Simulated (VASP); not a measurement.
VASP input:

File POSCAR:
```
RbBr
1
    0.0000000000     3.4450000000     3.4450000000
    3.4450000000     0.0000000000     3.4450000000
    3.4450000000     3.4450000000     0.0000000000
Rb Br
1 1
Direct
  0.0000000000   0.0000000000   0.0000000000
  0.5000000000   0.5000000000   0.5000000000
```

**INCAR**
```
SYSTEM=RbBr
PREC=Accurate; ENCUT=520; LREAL=.False.
LASPH=.True.
EDIFF=1E-6; NELM=100; ALGO=Normal
LMAXMIX=4
ISMEAR=0; SIGMA=0.05
IBRION=2; NSW=60; ISIF=3
EDIFFG=-0.01
LWAVE=.False.; LCHARG=.False.
```

KPOINTS:
```
Automatic mesh
0
gamma
  6 6 6
```

POTCAR, in this order: Rb_sv Br (LDA.64 set). Program: vasp_std.

Problem. Translate this LDA calculation to Ansatz.

Solution. One equivalent input (not run):
Ansatz 0.2 input:
```yaml
crystal:
  lattice:
    - [0.0000000, 3.4450000, 3.4450000]
    - [3.4450000, 0.0000000, 3.4450000]
    - [3.4450000, 3.4450000, 0.0000000]
  atoms:
    - { symbol: Rb, position: [0.0000000, 0.0000000, 0.0000000] }
    - { symbol: Br, position: [0.5000000, 0.5000000, 0.5000000] }
kpoints:
  mp_grid: { grid: [6, 6, 6] }
hamiltonian:
  xc: lda
  pseudopotentials: { kind: paw }
scf:
  occupations: { method: gaussian, width: 0.05 }
  max_iter: 100
relax:
  max_steps: 60
  f_tol: 0.01
  cell: {}
output: { forces: true, stress: true, eigenvalues: true }
```
The two are equivalent in intent, not identical: each code has its own PAW files, so the cut-off isn't converted (ENCUT is set for VASP's; basis.ecutwfc is left out, and Ansatz then takes the one that its files recommend); Ansatz stops its SCF on the density residual and VASP on the energy change (EDIFF); Ansatz's lda is the Perdew-Wang form, while the LDA potentials of VASP carry Perdew-Zunger's.

The compound is RbBr in the rock salt structure. This run relaxes it. Symmetry was kept, so distortions that lower it aren't found.
